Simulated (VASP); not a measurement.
Output of a VASP run:

OSZICAR:
```
...
       N       E                     dE             d eps       ncg     rms          rms(c)
DAV:   1    -0.332678136763E+03   -0.91396E-03   -0.14669E-01   672   0.748E-01    0.138E-01
RMM:   2    -0.332678461394E+03   -0.32463E-03   -0.44973E-03   632   0.150E-01    0.656E-02
RMM:   3    -0.332678491049E+03   -0.29655E-04   -0.87652E-04   641   0.693E-02    0.282E-02
RMM:   4    -0.332678506657E+03   -0.15608E-04   -0.18275E-04   661   0.324E-02    0.175E-02
RMM:   5    -0.332678510849E+03   -0.41918E-05   -0.33535E-05   435   0.137E-02
  12 F= -.33267851E+03 E0= -.33266269E+03  d E =-.863645E-02  mag=     3.0000
       N       E                     dE             d eps       ncg     rms          rms(c)
DAV:   1    -0.332682008601E+03   -0.35019E-02   -0.23905E-01   656   0.967E-01    0.168E-01
RMM:   2    -0.332682517524E+03   -0.50892E-03   -0.65936E-03   632   0.183E-01    0.831E-02
RMM:   3    -0.332682575648E+03   -0.58123E-04   -0.13791E-03   640   0.861E-02    0.345E-02
RMM:   4    -0.332682607081E+03   -0.31434E-04   -0.32186E-04   683   0.413E-02    0.225E-02
RMM:   5    -0.332682613225E+03   -0.61438E-05   -0.51158E-05   501   0.167E-02
  13 F= -.33268261E+03 E0= -.33266684E+03  d E =-.410238E-02  mag=     3.0000
       N       E                     dE             d eps       ncg     rms          rms(c)
DAV:   1    -0.332683208670E+03   -0.60159E-03   -0.71553E-02   656   0.530E-01    0.918E-02
RMM:   2    -0.332683361157E+03   -0.15249E-03   -0.19885E-03   632   0.101E-01    0.456E-02
RMM:   3    -0.332683379845E+03   -0.18688E-04   -0.42573E-04   641   0.477E-02    0.191E-02
RMM:   4    -0.332683389438E+03   -0.95923E-05   -0.97607E-05   633   0.229E-02
  14 F= -.33268339E+03 E0= -.33266763E+03  d E =-.487859E-02  mag=     3.0000
       N       E                     dE             d eps       ncg     rms          rms(c)
DAV:   1    -0.332685475885E+03   -0.20960E-02   -0.18978E-01   644   0.850E-01    0.161E-01
RMM:   2    -0.332686012962E+03   -0.53708E-03   -0.65948E-03   632   0.187E-01    0.786E-02
RMM:   3    -0.332686075662E+03   -0.62700E-04   -0.12970E-03   641   0.872E-02    0.358E-02
RMM:   4    -0.332686101160E+03   -0.25497E-04   -0.30329E-04   691   0.413E-02    0.239E-02
RMM:   5    -0.332686106275E+03   -0.51151E-05   -0.42599E-05   485   0.164E-02
  15 F= -.33268611E+03 E0= -.33266981E+03  d E =-.271684E-02  mag=     3.0000
       N       E                     dE             d eps       ncg     rms          rms(c)
DAV:   1    -0.332686258702E+03   -0.15754E-03   -0.27125E-02   688   0.320E-01    0.605E-02
RMM:   2    -0.332686335535E+03   -0.76833E-04   -0.95303E-04   632   0.712E-02    0.297E-02
RMM:   3    -0.332686345365E+03   -0.98303E-05   -0.19480E-04   641   0.336E-02    0.137E-02
RMM:   4    -0.332686348966E+03   -0.36007E-05   -0.43515E-05   477   0.160E-02
  16 F= -.33268635E+03 E0= -.33266980E+03  d E =-.295953E-02  mag=     3.0000
       N       E                     dE             d eps       ncg     rms          rms(c)
DAV:   1    -0.332687483638E+03   -0.11383E-02   -0.11766E-01   644   0.670E-01    0.130E-01
RMM:   2    -0.332687844469E+03   -0.36083E-03   -0.42414E-03   632   0.152E-01    0.639E-02
RMM:   3    -0.332687902263E+03   -0.57795E-04   -0.90317E-04   645   0.723E-02    0.314E-02
RMM:   4    -0.332687919867E+03   -0.17603E-04   -0.20773E-04   673   0.346E-02    0.212E-02
RMM:   5    -0.332687923517E+03   -0.36499E-05   -0.33455E-05   441   0.145E-02
  17 F= -.33268792E+03 E0= -.33267159E+03  d E =-.157455E-02  mag=     3.0000
```

### OUTCAR
```
------------------------ aborting loop because EDIFF is reached ----------------------------------------
  FORCE on cell =-STRESS in cart. coord.  units (eV):
  Direction    XX          YY          ZZ          XY          YZ          ZX
  --------------------------------------------------------------------------------------
  Total       -3.5075975     -3.4927412     -3.4782094     -2.5135038      2.5259238     -2.4664589
  in kB       -4.2955304     -4.2773369     -4.2595407     -3.0781274      3.0933374     -3.0205146
  external PRESSURE =      -4.2774693 kB  Pullay stress =       0.0000000 kB
  volume of cell :     1308.29
      direct lattice vectors                 reciprocal lattice vectors
    10.937074700  0.000000000  0.000000000     0.091432127  0.000000000  0.000000000
     0.000000000 10.937074700  0.000000000     0.000000000  0.091432127  0.000000000
     0.000000000  0.000000000 10.937074700     0.000000000  0.000000000  0.091432127
 POSITION                                       TOTAL-FORCE (eV/Angst)
 -----------------------------------------------------------------------------------
      5.47694     10.92449     10.92338         0.011106      0.005119      0.007803
      6.82748      1.36857      1.36837         0.003128     -0.005718     -0.002236
      8.20877      2.72901     10.93670         0.009341     -0.007278     -0.004747
      9.57146      4.10967      1.36657        -0.005920     -0.002703     -0.000528
      8.20935      0.00056      2.72928         0.007526     -0.005286     -0.010430
      9.57024      1.36847      4.11056         0.000048     -0.000234     -0.005522
      0.00453     10.93450     10.93369        -0.001818      0.010789      0.008598
      1.37503      1.36904      1.36711         0.008444      0.003059      0.002123
      2.75251      2.74482      0.00673        -0.008881     -0.001004      0.001945
      4.13583      4.08911      1.39415         0.004405      0.008560      0.010706
      5.47974      5.45919      0.00061         0.008787      0.001808     -0.015325
      6.84979      6.80908      1.38903        -0.013357     -0.009685      0.003283
      8.19673      8.19190      0.00405         0.001417     -0.005184      0.008679
      9.57210      9.56496      1.36901        -0.005024     -0.013255     -0.000403
      2.74960      0.00598      2.74245        -0.004768     -0.000678     -0.003373
      4.13223      1.39161      4.08778         0.014654      0.015432      0.011062
      5.52874      2.75715      2.75943         0.003555      0.004104      0.005197
      8.18363      5.41723      2.75057        -0.001584     -0.019776      0.002528
      9.54495      6.80512      4.08934        -0.004568     -0.009232      0.006999
      5.47942      0.00148      5.45800        -0.001811     -0.017113     -0.002747
      6.84818      1.39369      6.80395        -0.002468      0.006048     -0.003064
      8.18345      2.75707      5.41409        -0.001960      0.002932     -0.016175
      9.54700      4.08905      6.80738        -0.007147      0.010289     -0.008834
      8.19452      0.00670      8.18569        -0.001690      0.002388      0.007047
      9.56915      1.36709      9.56363         0.005517      0.007499     -0.012494
      0.01539      5.46147     10.92375        -0.004242     -0.008270      0.002158
      1.38332      6.82205      1.39192        -0.005781     -0.007174      0.000475
      2.73619      8.20224      0.01312         0.011583     -0.011426     -0.000968
      4.11645      9.55459      1.39123         0.006239      0.010004      0.000208
      0.00159      2.72947      2.72878         0.004082     -0.009903     -0.004580
      1.37621      4.09857      4.09802        -0.000249      0.010590      0.011447
      2.79012      5.46626      2.77475         0.004390      0.002358      0.006850
      4.22003      6.71936      4.24777         0.005074     -0.003139      0.003638
      5.47333      8.14974      2.77436        -0.007280     -0.004117      0.008376
      6.83990      9.56257      4.09867        -0.008180     -0.001429      0.008777
      0.01419     10.92394      5.46112        -0.004543      0.005873     -0.007532
      1.38320      1.39168      6.82217        -0.006711     -0.002014     -0.008216
      2.78903      2.77441      5.46504         0.008324      0.006494      0.002540
      4.21984      4.24759      6.71740         0.003625      0.003469      0.002226
      6.68970      6.71907      6.71946        -0.001373     -0.004843     -0.003182
      8.16288      8.14889      5.46607        -0.005526     -0.003510      0.006114
      9.54717      9.55411      6.82180        -0.002077      0.008450     -0.007763
      2.73693      0.01350      8.20233         0.006546      0.005209     -0.011975
      4.11644      1.39224      9.55492         0.009245      0.000609      0.004916
      5.47269      2.77595      8.14931        -0.005744      0.005173     -0.006941
      6.84027      4.09919      9.56212        -0.012002      0.008920      0.000846
      8.16388      5.46651      8.14900        -0.005232      0.008199     -0.003279
      9.54794      6.82277      9.55418        -0.002386     -0.004576      0.008048
     10.93231      8.18761      2.74444        -0.000175      0.007251      0.002115
      1.38872      9.55010      4.09633        -0.008630      0.002886     -0.004316
     10.93681      5.45814      5.45858         0.018483      0.000668     -0.004221
      1.36226      6.83772      6.83585        -0.009195      0.000059      0.001500
      2.75787      8.18213      5.47145         0.006604      0.000076      0.008597
      4.10170      9.57668      6.83760        -0.002715      0.006283      0.001334
     10.93370      2.74380      8.18974        -0.007950     -0.004571      0.009223
      1.39096      4.09692      9.55003        -0.009115      0.001317      0.006511
...
```
(Selected blocks of OUTCAR.)

POSCAR:
```
BSi62
1
   10.9370747000     0.0000000000     0.0000000000
    0.0000000000    10.9370747000     0.0000000000
   -0.0000000000    -0.0000000000    10.9370747000
Si B
62 1
Direct
  0.5000000000   0.0000000000   0.0000000000
  0.6250000000   0.1250000000   0.1250000000
  0.7500000000   0.2500000000   0.0000000000
  0.8750000000   0.3750000000   0.1250000000
  0.7500000000   0.0000000000   0.2500000000
  0.8750000000   0.1250000000   0.3750000000
  0.0000000000   0.0000000000   0.0000000000
  0.1250000000   0.1250000000   0.1250000000
  0.2500000000   0.2500000000   0.0000000000
  0.3750000000   0.3750000000   0.1250000000
  0.5000000000   0.5000000000   0.0000000000
  0.6250000000   0.6250000000   0.1250000000
  0.7500000000   0.7500000000   0.0000000000
  0.8750000000   0.8750000000   0.1250000000
  0.2500000000   0.0000000000   0.2500000000
  0.3750000000   0.1250000000   0.3750000000
  0.5028880000   0.2504280000   0.2524940000
  0.7498610000   0.4956650000   0.2461930000
  0.8750000000   0.6250000000   0.3750000000
  0.5000000000   0.0000000000   0.5000000000
  0.6250000000   0.1250000000   0.6250000000
  0.7537990000   0.2529900000   0.4962640000
  0.8750000000   0.3750000000   0.6250000000
  0.7500000000   0.0000000000   0.7500000000
  0.8750000000   0.1250000000   0.8750000000
  0.0000000000   0.5000000000   0.0000000000
  0.1250000000   0.6250000000   0.1250000000
  0.2500000000   0.7500000000   0.0000000000
  0.3750000000   0.8750000000   0.1250000000
  0.0000000000   0.2500000000   0.2500000000
  0.1250000000   0.3750000000   0.3750000000
  0.2500000000   0.5000000000   0.2500000000
  0.3750000000   0.6250000000   0.3750000000
  0.5000000000   0.7500000000   0.2500000000
  0.6250000000   0.8750000000   0.3750000000
  0.0000000000   0.0000000000   0.5000000000
  0.1250000000   0.1250000000   0.6250000000
  0.2500000000   0.2500000000   0.5000000000
  0.3750000000   0.3750000000   0.6250000000
  0.6250000000   0.6250000000   0.6250000000
  0.7500000000   0.7500000000   0.5000000000
  0.8750000000   0.8750000000   0.6250000000
  0.2500000000   0.0000000000   0.7500000000
  0.3750000000   0.1250000000   0.8750000000
  0.5000000000   0.2500000000   0.7500000000
  0.6250000000   0.3750000000   0.8750000000
  0.7500000000   0.5000000000   0.7500000000
  0.8750000000   0.6250000000   0.8750000000
  0.0000000000   0.7500000000   0.2500000000
  0.1250000000   0.8750000000   0.3750000000
  0.0000000000   0.5000000000   0.5000000000
  0.1250000000   0.6250000000   0.6250000000
  0.2500000000   0.7500000000   0.5000000000
  0.3750000000   0.8750000000   0.6250000000
  0.0000000000   0.2500000000   0.7500000000
  0.1250000000   0.3750000000   0.8750000000
  0.2500000000   0.5000000000   0.7500000000
  0.3750000000   0.6250000000   0.8750000000
  0.5000000000   0.7500000000   0.7500000000
  0.6250000000   0.8750000000   0.8750000000
  0.0000000000   0.7500000000   0.7500000000
  0.1250000000   0.8750000000   0.8750000000
  0.5042820000   0.5024850000   0.5023850000
```

Task: Write an INCAR and KPOINTS that could have produced this output.

Result: One answer among several that fit: the input of the run itself, PBE GGA, plane waves, VASP's PBE PAW potentials (set 64).

INCAR:
```
! general
SYSTEM  = BSi62
PREC    = Normal
ENCUT   = 400   ! plane-wave cut-off (eV)
LREAL   = Auto
LASPH   = .TRUE.   ! aspherical one-centre terms
ISYM    = 0

! electronic loop
EDIFF   = 1E-5   ! SCF stop (eV)
NELM    = 100
NELMIN  = 4
ALGO    = Fast   ! Davidson, then RMM-DIIS

! smearing
ISMEAR  = 0   ! Gaussian
SIGMA   = 0.05

! functional
GGA     = PE   ! PBE

! spin
ISPIN   = 2
MAGMOM  = 63*0.0476
NUPDOWN = 3

! ions
IBRION  = 2
NSW     = 70   ! most ionic steps
ISIF    = 2
EDIFFG  = -0.03

! output
LWAVE   = .TRUE.
LCHARG  = .FALSE.
LORBIT  = 10
```

### KPOINTS
```
Automatic mesh
0
Gamma
1 1 1
0 0 0
```

POTCAR, in this order: Si B (PBE.64 set). Program: vasp_gam.

At this cut-off the stress carries a Pulay error, which pulls relaxed volumes low. The supercell is sampled at Γ alone, which is coarse: total energies, pressure and levels can be off, energies of defects by several tenths of an eV.

The cell is a supercell with a defect, built from Si (diamond): B_Si-vac_Si.
